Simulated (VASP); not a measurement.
Computed with TPSS meta-GGA, VASP's PBE PAW potentials (set 64) (plane waves; VASP 6.6.1).

The input files of a VASP run:

File KPOINTS:
```
kpoints
0
Gamma
  6 6 4
```

### POSCAR
```
Te
1
    2.2371656272    -3.8748842281     0.0000000000
    2.2371656272     3.8748842281     0.0000000000
    0.0000000000     0.0000000000     6.0275980752
Te
3
Direct
  0.0000000000   0.2645197304   0.6666670000
  0.7354802696   0.7354802696   0.0000000000
  0.2645197304   0.0000000000   0.3333330000
```

INCAR:
```
LMIXTAU  =  .True.
ALGO  =  Normal
METAGGA  =  TPSS
SYSTEM  =  Te
LWAVE  =  .False.
LREAL  =  .False.   ! projection in real space or not
EDIFF  =  1E-7   ! SCF stop (eV)
ISMEAR  =  0   ! Gaussian
NELM  =  100
IBRION  =  2   ! conjugate gradients
ISIF  =  4
PREC  =  Accurate
SIGMA  =  0.05
LCHARG  =  .False.
LMAXMIX  =  4   ! l cut-off of mixed one-centre charges
ENCUT  =  520   ! plane-wave cut-off (eV)
EDIFFG  =  -0.01
LASPH  =  .True.   ! aspherical one-centre terms
NSW  =  30
```

POTCAR, in this order: Te (PBE.64 set). Program: vasp_std.

The run wrote:

OUTCAR:
```
 ion  position               nearest neighbor table
   1  0.000  0.265  0.667-   2 2.87   3 2.87   2 3.52   2 3.52   3 3.52   3 3.52
   2  0.735  0.735  0.000-   3 2.87   1 2.87   1 3.52   3 3.52   3 3.52   1 3.52
   3  0.265  0.000  0.333-   2 2.87   1 2.87   2 3.52   2 3.52   1 3.52   1 3.52
  LATTYP: Found a hexagonal cell.
 ALAT       =     4.4743309919
 C/A-ratio  =     1.3471506883
 Subroutine PRICEL returns:
 Original cell was already a primitive cell.
 Subroutine GETGRP returns: Found  6 space group operations
The static configuration has the point symmetry C_2 .
 The point group associated with its full space group is D_3 .
The dynamic configuration has the point symmetry C_2 .
 Subroutine INISYM returns: Found  6 space group operations
 Subroutine IBZKPT returns following result:
 Found     24 irreducible k-points:

 Following reciprocal coordinates:
            Coordinates               Weight
  0.000000  0.000000  0.000000      1.000000
  0.166667  0.000000  0.000000      6.000000
  0.333333 -0.000000  0.000000      6.000000
  0.500000  0.000000  0.000000      3.000000
  0.166667  0.166667  0.000000      6.000000
  0.333333  0.166667  0.000000     12.000000
  0.333333  0.333333  0.000000      2.000000
  0.000000  0.000000  0.250000      2.000000
  0.166667  0.000000  0.250000      6.000000
  0.000000  0.166667  0.250000      6.000000
  0.333333 -0.000000  0.250000      6.000000
 -0.000000  0.333333  0.250000      6.000000
  0.500000  0.000000  0.250000      6.000000
  0.166667  0.166667  0.250000     12.000000
  0.333333  0.166667  0.250000     12.000000
 -0.166667  0.500000  0.250000     12.000000
  0.333333  0.333333  0.250000      4.000000
  0.000000  0.000000  0.500000      1.000000
  0.166667  0.000000  0.500000      6.000000
  0.333333 -0.000000  0.500000      6.000000
  0.500000  0.000000  0.500000      3.000000
  0.166667  0.166667  0.500000      6.000000
  0.333333  0.166667  0.500000     12.000000
  0.333333  0.333333  0.500000      2.000000
   k-points           NKPTS =     24   k-points in BZ     NKDIM =     24   number of bands    NBANDS=     13
   number of dos      NEDOS =    301   number of ions     NIONS =      3
   total plane-waves  NPLWV =  62208
   dimension x,y,z NGX =    36 NGY =   36 NGZ =   48
   dimension x,y,z NGXF=    72 NGYF=   72 NGZF=   96
   ions per type =               3
   PREC   = accura    normal or accurate (medium, high low for compatibility)
   ISTART =      0    job   : 0-new  1-cont  2-samecut
   ICHARG =      2    charge: 1-file 2-atom 10-const
   ISPIN  =      1    spin polarized calculation?
   LNONCOLLINEAR =      F non collinear calculations
   LSORBIT =      F    spin-orbit coupling
   INIWAV =      1    electr: 0-lowe 1-rand  2-diag
   ENCUT  =  520.0 eV  38.22 Ry    6.18 a.u.   8.32  8.32 11.21*2*pi/ulx,y,z
   NELM   =    100;   NELMIN=  2; NELMDL= -5     # of ELM steps
   EDIFF  = 0.1E-06   stopping-criterion for ELM
   LREAL  =      F    real-space projection
   NLSPLINE    = F    spline interpolate recip. space projectors
   LMAXMIX     =    4 max onsite mixed and CHGCAR
   VOSKOWN=      0    Vosko Wilk Nusair interpolation
   EDIFFG = -.1E-01   stopping-criterion for IOM
   NSW    =     30    number of steps for IOM
   NBLOCK =      1;   KBLOCK =     30    inner block; outer block
   IBRION =      2    ionic relax: 0-MD 1-quasi-New 2-CG
   NFREE  =      1    steps in history (QN), initial steepest desc. (CG)
   ISIF   =      4    stress and relaxation
   ISYM   =      2    0-nonsym 1-usesym 2-fastsym
   TEIN   =    0.0    initial temperature
   TEBEG  =    0.0;   TEEND  =   0.0 temperature during run
   SMASS  =  -3.00    Nose mass-parameter (am)
   PSTRESS=    0.0 pullay stress
   NELECT =      18.0000    total number of electrons
...
```

OSZICAR:
```
       N       E                     dE             d eps       ncg     rms          rms(c)
DAV:   1     0.481763623573E+02    0.48176E+02   -0.64710E+03   624   0.111E+03
DAV:   2    -0.294433073350E+02   -0.77620E+02   -0.74496E+02   791   0.162E+02
DAV:   3    -0.345940439085E+02   -0.51507E+01   -0.51186E+01   809   0.477E+01
DAV:   4    -0.346769988768E+02   -0.82955E-01   -0.82896E-01   702   0.715E+00
DAV:   5    -0.346786847034E+02   -0.16858E-02   -0.16858E-02   784   0.100E+00    0.111E+01
DAV:   6    -0.330923163838E+02    0.15864E+01   -0.41703E+00   624   0.233E+01    0.635E+00
DAV:   7    -0.330932711509E+02   -0.95477E-03   -0.68986E-01   634   0.931E+00    0.740E-01
DAV:   8    -0.330080463024E+02    0.85225E-01   -0.32728E-01   634   0.674E+00    0.208E+00
DAV:   9    -0.329922547262E+02    0.15792E-01   -0.13261E-02   704   0.161E+00    0.193E+00
DAV:  10    -0.328879879397E+02    0.10427E+00   -0.34416E-02   624   0.275E+00    0.148E+00
DAV:  11    -0.332217537032E+02   -0.33377E+00   -0.14408E-01   624   0.506E+00    0.132E+00
DAV:  12    -0.332558721431E+02   -0.34118E-01   -0.34730E-02   624   0.212E+00    0.266E+00
DAV:  13    -0.332574255836E+02   -0.15534E-02   -0.12091E-03   664   0.302E-01    0.224E+00
DAV:  14    -0.332575335039E+02   -0.10792E-03   -0.38867E-05   714   0.508E-02    0.217E+00
DAV:  15    -0.332575585344E+02   -0.25030E-04   -0.25243E-06   669   0.120E-02    0.221E+00
DAV:  16    -0.332575055763E+02    0.52958E-04   -0.53817E-04   624   0.190E-01    0.112E+00
DAV:  17    -0.332580728208E+02   -0.56724E-03   -0.85738E-04   624   0.312E-01    0.394E-02
DAV:  18    -0.332581732798E+02   -0.10046E-03   -0.87847E-05   644   0.102E-01    0.177E-01
DAV:  19    -0.332581639091E+02    0.93706E-05   -0.29182E-05   624   0.562E-02    0.165E-01
DAV:  20    -0.332581959729E+02   -0.32064E-04   -0.33621E-05   639   0.639E-02    0.529E-02
DAV:  21    -0.332581976832E+02   -0.17103E-05   -0.89062E-06   629   0.367E-02    0.429E-02
DAV:  22    -0.332582004521E+02   -0.27688E-05   -0.18722E-06   664   0.170E-02    0.414E-02
DAV:  23    -0.332582005978E+02   -0.14571E-06   -0.29006E-07   544   0.554E-03    0.374E-02
DAV:  24    -0.332582009496E+02   -0.35184E-06   -0.49489E-07   624   0.672E-03    0.159E-02
DAV:  25    -0.332582013652E+02   -0.41558E-06   -0.27567E-07   464   0.526E-03    0.212E-03
DAV:  26    -0.332582013934E+02   -0.28224E-07   -0.32540E-08   312   0.173E-03
   1 F= -.33258201E+02 E0= -.33258165E+02  d E =-.332582E+02
       N       E                     dE             d eps       ncg     rms          rms(c)
DAV:   1    -0.332584161792E+02   -0.21481E-03   -0.50571E-03   624   0.409E-01    0.379E-02
DAV:   2    -0.332584057764E+02    0.10403E-04   -0.16080E-04   699   0.821E-02    0.183E-02
DAV:   3    -0.332584081973E+02   -0.24210E-05   -0.18755E-05   684   0.358E-02    0.774E-03
DAV:   4    -0.332584061559E+02    0.20414E-05   -0.57899E-06   709   0.176E-02    0.224E-03
DAV:   5    -0.332584079517E+02   -0.17958E-05   -0.18885E-06   624   0.116E-02    0.271E-03
DAV:   6    -0.332584079926E+02   -0.40833E-07   -0.66576E-08   342   0.218E-03
   2 F= -.33258408E+02 E0= -.33258381E+02  d E =-.206599E-03
       N       E                     dE             d eps       ncg     rms          rms(c)
DAV:   1    -0.332586813191E+02   -0.27337E-03   -0.22617E-02   624   0.863E-01    0.795E-02
DAV:   2    -0.332586325897E+02    0.48729E-04   -0.71711E-04   699   0.173E-01    0.389E-02
DAV:   3    -0.332586451129E+02   -0.12523E-04   -0.86218E-05   679   0.769E-02    0.166E-02
DAV:   4    -0.332586367930E+02    0.83199E-05   -0.27319E-05   704   0.387E-02    0.480E-03
DAV:   5    -0.332586456836E+02   -0.88906E-05   -0.92406E-06   624   0.260E-02    0.575E-03
DAV:   6    -0.332586460888E+02   -0.40520E-06   -0.32323E-07   605   0.474E-03    0.440E-03
DAV:   7    -0.332586460581E+02    0.30645E-07   -0.32854E-07   615   0.522E-03
   3 F= -.33258646E+02 E0= -.33258633E+02  d E =-.444665E-03
```

**OUTCAR**
```
------------------------ aborting loop because EDIFF is reached ----------------------------------------
  FORCE on cell =-STRESS in cart. coord.  units (eV):
  Direction    XX          YY          ZZ          XY          YZ          ZX
  --------------------------------------------------------------------------------------
  Total        0.0097138      0.0097138     -0.0120984      0.0000000      0.0000000      0.0000000
  in kB        0.1489250      0.1489249     -0.1854849      0.0000000      0.0000000      0.0000000
  external PRESSURE =       0.0374550 kB  Pullay stress =       0.0000000 kB
  volume of cell :      104.50
      direct lattice vectors                 reciprocal lattice vectors
     2.241331577 -3.882099863 -0.000000000     0.223081674 -0.128796275 -0.000000000
     2.241331577  3.882099863  0.000000000     0.223081674  0.128796275  0.000000000
     0.000000000 -0.000000000  6.005211979     0.000000000 -0.000000000  0.166522015
 POSITION                                       TOTAL-FORCE (eV/Angst)
 -----------------------------------------------------------------------------------
      2.83622     -2.85173      4.00348         0.002912      0.005043      0.000000
      3.29289      0.00000      0.00000        -0.005823      0.000000     -0.000000
      2.83622      2.85173      2.00174         0.002912     -0.005043     -0.000000
 -----------------------------------------------------------------------------------
    total drift:                               -0.000174     -0.000387      0.000014
  FREE ENERGIE OF THE ION-ELECTRON SYSTEM (eV)
  ---------------------------------------------------
  free  energy   TOTEN  =       -33.2586460581 eV

  energy  without entropy=      -33.2586204912  energy(sigma->0) =      -33.25863327

 reached required accuracy - stopping structural energy minimisation
```
(Selected blocks of OUTCAR.)

CONTCAR:
```
Te
   1.00000000000000
     2.2413315770315214   -3.8820998629117716   -0.0000000000000000
     2.2413315770315214    3.8820998629117716    0.0000000000000000
     0.0000000000000000   -0.0000000000000000    6.0052119789182798
  Te
     3
Direct
     0.9999999999999648    0.2654168062396013    0.6666669999999968
     0.7345831937604339    0.7345831937604339    0.0000000000000000
     0.2654168062396013    0.9999999999999648    0.3333330000000032
```

The compound is Te in the trig structure. This run relaxes it. Symmetry was kept, so distortions that lower it aren't found.
